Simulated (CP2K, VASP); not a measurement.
Input for VASP

**KPOINTS**
```
Automatic mesh
0
Gamma
4 4 3
0 0 0
```

### INCAR
```
ALGO  =  Normal
EDIFF  =  1E-6
ENCUT  =  300
GGA  =  PS
ISIF  =  2
ISMEAR  =  -1
LASPH  =  .TRUE.
LCHARG  =  .FALSE.
LMAXMIX  =  6
LREAL  =  .FALSE.
LWAVE  =  .FALSE.
NELM  =  100
PREC  =  Accurate
SIGMA  =  0.1
SYSTEM  =  HfNi
```

### POSCAR
```
HfNi
1
    1.6009300000    -4.9169400000     0.0000000000
    1.6009300000     4.9169400000     0.0000000000
    0.0000000000     0.0000000000     4.0348900000
Hf Ni
2 2
Direct
  0.8595950000   0.1397840000   0.7452090000
  0.1460810000   0.8619800000   0.2491750000
  0.5766860000   0.4088590000   0.7559630000
  0.4176390000   0.5893770000   0.2496530000
```

POTCAR, in this order: Hf_pv Ni (PBE.64 set). Program: vasp_std.

**Question.** Write an input for CP2K that does the same calculation.

**Answer.** One input that does it (PBEsol, GPW, DZVP-MOLOPT-SR-GTH basis, GTH-PBE potentials (GTH_POTENTIALS)):
```
&GLOBAL
  PROJECT calc
  RUN_TYPE ENERGY_FORCE
  PRINT_LEVEL LOW
&END GLOBAL
&FORCE_EVAL
  METHOD Quickstep
  STRESS_TENSOR ANALYTICAL
  &DFT
    BASIS_SET_FILE_NAME BASIS_MOLOPT
    POTENTIAL_FILE_NAME GTH_POTENTIALS
    &QS
      METHOD GPW
      EPS_DEFAULT 1E-10
    &END QS
    &MGRID
      CUTOFF 600
      REL_CUTOFF 40
      NGRIDS 5
    &END MGRID
    &SCF
      SCF_GUESS ATOMIC
      EPS_SCF 1E-7
      MAX_SCF 100
      ADDED_MOS 11
      &DIAGONALIZATION
        ALGORITHM STANDARD
      &END DIAGONALIZATION
      &MIXING
        METHOD BROYDEN_MIXING
        ALPHA 0.2
        NBUFFER 8
      &END MIXING
      &SMEAR ON
        METHOD FERMI_DIRAC
        ELECTRONIC_TEMPERATURE [K] 1160.45
      &END SMEAR
    &END SCF
    &KPOINTS
      SCHEME MONKHORST-PACK 4 4 3
      GAMMA_CENTERED T
    &END KPOINTS
    &XC
      &XC_FUNCTIONAL
        &PBE
          PARAMETRIZATION PBESOL
        &END PBE
      &END XC_FUNCTIONAL
    &END XC
    &PRINT
      &MO
        EIGENVALUES T
        OCCUPATION_NUMBERS T
        NDIGITS 8
        FILENAME mo
        &EACH
          QS_SCF 0
        &END EACH
        ADD_LAST NUMERIC
      &END MO
      &MULLIKEN OFF
      &END MULLIKEN
    &END PRINT
  &END DFT
  &SUBSYS
    &CELL
      ABC 5.17100300 5.17100297 4.03489000
      ALPHA_BETA_GAMMA 90.00000000 90.00000000 143.93004167
      PERIODIC XYZ
    &END CELL
    &COORD
      SCALED
      Hf       0.85959500     0.13978400     0.74520900
      Hf       0.14608100     0.86198000     0.24917500
      Ni       0.57668600     0.40885900     0.75596300
      Ni       0.41763900     0.58937700     0.24965300
    &END COORD
    &KIND Hf
      BASIS_SET DZVP-MOLOPT-SR-GTH
      POTENTIAL GTH-PBE-q12
    &END KIND
    &KIND Ni
      BASIS_SET DZVP-MOLOPT-SR-GTH
      POTENTIAL GTH-PBE-q18
    &END KIND
  &END SUBSYS
  &PRINT
    &FORCES ON
    &END FORCES
    &STRESS_TENSOR ON
    &END STRESS_TENSOR
  &END PRINT
&END FORCE_EVAL
```
Both are inputs of real runs that ended normally. What can't carry over is the choice of potentials or basis and its cut-off, and each code's defaults.

The structure comes from a computed database's HfNi entry; how it stands against other phases isn't given here. The cell was not relaxed at this level, atoms are displaced from their ideal sites, and it may have been scaled.
